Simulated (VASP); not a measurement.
Given:

```
CdI2
1.0
    2.08940    -3.61894     0.00000
    2.08940     3.61894     0.00000
    0.00000     0.00000     6.69599
Cd I
1 2
Cartesian
  0.00000   0.00000   0.00000
  2.08940   1.20632   1.68942
  2.08940  -1.20632   5.00657
```

Calculation: LDA (Ceperley-Alder, Perdew-Zunger), VASP's LDA PAW potentials (set 64) (plane waves; VASP). Settings: 520 eV cut-off, Gaussian smearing of 0.050 eV, potentials Cd I.

Unless said otherwise, spin-orbit coupling is left out, though it shifts the bands of the heavy elements here.

### Question
Predict the band gap (along the path) with the smallest direct gap where there is one.

### Answer

```
Property                                Value
------------------------------------  -------
band gap (along the path)             2.23 eV
smallest direct gap (along the path)  2.49 eV
```

Only differences to runs with the same potentials and settings are physical.

The compound is CdI2 in the 1T layered structure. It was relaxed first, which changed the volume by -5 %.
